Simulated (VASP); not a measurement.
A convergence study with VASP on LiCl (rock salt): one setting is varied, all else stays as given below, so the limit is that of these other settings.

```
CELL_PARAMETERS angstrom
      0.00000     2.57000     2.57000
      2.57000     0.00000     2.57000
      2.57000     2.57000     0.00000
ATOMIC_POSITIONS crystal
  Li 0.00000 0.00000 0.00000
  Cl 0.50000 0.50000 0.50000
```

Level of theory: PBE GGA, VASP's PBE PAW potentials (set 64) (plane waves; VASP). The tightest run used: 700 eV cut-off, 14×14×14 Monkhorst-Pack mesh, Gaussian smearing of 0.050 eV, potentials Li_sv Cl.

```json
[
 {"setting": "1×1×1 mesh", "E (eV/atom)": "-0.2767", "pressure (GPa)": "44.99", "irreducible k-points": "1"},
 {"setting": "2×2×2 mesh", "E (eV/atom)": "-3.6921", "pressure (GPa)": "0.06", "irreducible k-points": "2"},
 {"setting": "3×3×3 mesh", "E (eV/atom)": "-3.6664", "pressure (GPa)": "0.78", "irreducible k-points": "4"}
]
```

Problem. These are the cheaper rows. Estimate the results at 14×14×14 mesh, and how far the last row shown lies from them.

Solution. 
```json
[
 {"quantity": "E (eV/atom)", "tightest run": "-3.6922", "last row shown is off by": "0.0258"},
 {"quantity": "pressure (GPa)", "tightest run": "0.08", "last row shown is off by": "0.70"}
]
```

Left out are rungs that failed or repeat a setting and relaxations that didn't move; long series are thinned to 24 rows.

The compound is LiCl in the rock salt structure. The cell was not relaxed at this level.
